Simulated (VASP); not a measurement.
Ge: band structure with PBE

**Measured values to compare with.**

From “Electronic and optical properties of SixGe1-x-ySny alloys lattice-matched to Ge”, 2021, arxiv:2109.02782, for a bulk crystal of Ge at 300 K: band gap 0.807 eV (direct).

Ge:

```
Ge
1.0
     0.00000    2.83700    2.83700
     2.83700    0.00000    2.83700
     2.83700    2.83700    0.00000
Ge
2
Cartesian
  0.0000 0.0000 0.0000
  1.4185 1.4185 1.4185
```

```yaml
Program: VASP 6.6.1
Task: band structure
Functional: PBE
Potentials_or_basis: VASP PAW PBE potentials, release 64 (Ge_d)
Cutoff: 520 eV
k_mesh: 10 × 10 × 10
Occupations: gaussian, width 0.03 eV
Spin: no spin polarisation
Further_INCAR_settings: ALGO = Normal; EDIFF = 1e-06; NBANDS = 21
```

```json
{
 "Pressure": "2.9 GPa",
 "Band gap along the path": "none (metal or under the smearing width)"
}
```

Levels at the corners of the path, in eV from the Fermi level:
| point | band 10 | band 11 | band 12 | band 13 | band 14 | band 15 | band 16 | band 17 | band 18 | band 19 |
| --- | --- | --- | --- | --- | --- | --- | --- | --- | --- | --- |
| Γ | -24.56 | -12.72 | -0.05 | -0.01 | -0.01 | -0.01 | 2.54 | 2.54 | 2.54 | 6.40 |
| X | -24.52 | -8.86 | -8.86 | -3.05 | -3.05 | 0.76 | 0.76 | 9.44 | 9.44 | 11.52 |
| X | -24.52 | -8.86 | -8.86 | -3.05 | -3.05 | 0.76 | 0.76 | 9.44 | 9.44 | 11.52 |
| W | -24.51 | -8.77 | -8.77 | -3.87 | -3.87 | 4.28 | 4.28 | 4.71 | 4.71 | 10.96 |
| W | -24.51 | -8.77 | -8.77 | -3.87 | -3.87 | 4.28 | 4.28 | 4.71 | 4.71 | 10.96 |
| K | -24.50 | -9.33 | -8.28 | -4.30 | -2.62 | 1.16 | 4.06 | 7.16 | 7.33 | 8.14 |
| K | -24.50 | -9.33 | -8.28 | -4.30 | -2.62 | 1.16 | 4.06 | 7.16 | 7.33 | 8.14 |
| Γ | -24.56 | -12.72 | -0.05 | -0.01 | -0.01 | -0.01 | 2.54 | 2.54 | 2.54 | 6.40 |
| Γ | -24.56 | -12.72 | -0.05 | -0.01 | -0.01 | -0.01 | 2.54 | 2.54 | 2.54 | 6.40 |
| L | -24.53 | -10.65 | -7.57 | -1.40 | -1.40 | 0.15 | 3.74 | 3.74 | 7.12 | 10.51 |
| L | -24.53 | -10.65 | -7.57 | -1.40 | -1.40 | 0.15 | 3.74 | 3.74 | 7.12 | 10.51 |
| U | -24.50 | -9.33 | -8.28 | -4.30 | -2.62 | 1.16 | 4.06 | 7.16 | 7.33 | 8.14 |
| U | -24.50 | -9.33 | -8.28 | -4.30 | -2.62 | 1.16 | 4.06 | 7.16 | 7.33 | 8.14 |
| W | -24.51 | -8.77 | -8.77 | -3.87 | -3.87 | 4.28 | 4.28 | 4.71 | 4.71 | 10.96 |
| W | -24.51 | -8.77 | -8.77 | -3.87 | -3.87 | 4.28 | 4.28 | 4.71 | 4.71 | 10.96 |
| L | -24.53 | -10.65 | -7.57 | -1.40 | -1.40 | 0.15 | 3.74 | 3.74 | 7.12 | 10.51 |
| L | -24.53 | -10.65 | -7.57 | -1.40 | -1.40 | 0.15 | 3.74 | 3.74 | 7.12 | 10.51 |
| K | -24.50 | -9.33 | -8.28 | -4.30 | -2.62 | 1.16 | 4.06 | 7.16 | 7.33 | 8.14 |
| U | -24.50 | -9.33 | -8.28 | -4.30 | -2.62 | 1.16 | 4.06 | 7.16 | 7.33 | 8.14 |
| X | -24.52 | -8.86 | -8.86 | -3.05 | -3.05 | 0.76 | 0.76 | 9.44 | 9.44 | 11.52 |

Run time: 30 s on 4 MPI ranks on AMD EPYC 9R14 (Zen 4), with other jobs on the host, peak memory 0.18 GiB a rank.

Against the measured gap of Ge, 0.807 eV (direct; 300 K; “Electronic and optical properties of SixGe1-x-ySny alloys lattice-matched to Ge”, 2021, arxiv:2109.02782), the calculated 0.00 eV is off by -0.81 eV. 3 values of this kind are on record (0.666 to 0.807 eV); this one was drawn at random among those near their median. Spin-orbit coupling on Ge is left out. The value is that of PBE, without temperature or zero-point motion. Semilocal functionals fall short of measured gaps as a rule.

Caveat: this crystal is a semiconductor, whose small gap the functional closes, so the metal is an error of the method.
